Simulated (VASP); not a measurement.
Computed with rev-vdW-DF2, VASP's PBE PAW potentials (set 64) (plane waves; VASP 6.6.1).

VASP ran on this input.

**KPOINTS**
```
Automatic mesh
0
G
 15 15 15
0 0 0
```

### INCAR
```
SYSTEM = W
PREC = Accurate
ENCUT = 520
EDIFF = 1E-6
NELM = 100
ALGO = Normal
LREAL = .FALSE.
LASPH = .TRUE.
ISMEAR = 1
SIGMA = 0.1
GGA = MK
PARAM1 = 0.1234568
PARAM2 = 0.7114
ZAB_VDW = -1.8867
LUSE_VDW = .TRUE.
AGGAC = 0.0
LMAXMIX = 6
LWAVE = .FALSE.
LCHARG = .FALSE.
IBRION = 2
ISIF = 3
NSW = 60
EDIFFG = -0.01
```

**POSCAR**
```
W
1
   -1.5800000000     1.5800000000     1.5800000000
    1.5800000000    -1.5800000000     1.5800000000
    1.5800000000     1.5800000000    -1.5800000000
W
1
Direct
  0.0000000000   0.0000000000   0.0000000000
```

POTCAR, in this order: W_sv (PBE.64 set). Program: vasp_std.

### Question
What will the output report for the number of irreducible k-points (NKPTS), largest plane-wave count, number of space-group operations, FFT grid (NGX, NGY, NGZ)?

### Answer

| Quantity | Result |
|---|---|
| number of irreducible k-points (NKPTS) | 120 |
| largest plane-wave count | 437 |
| number of space-group operations | 48 |
| FFT grid (NGX, NGY, NGZ) | 20 × 20 × 20 |

The compound is W in the bcc structure. This run relaxes it. Symmetry was kept, so distortions that lower it aren't found.
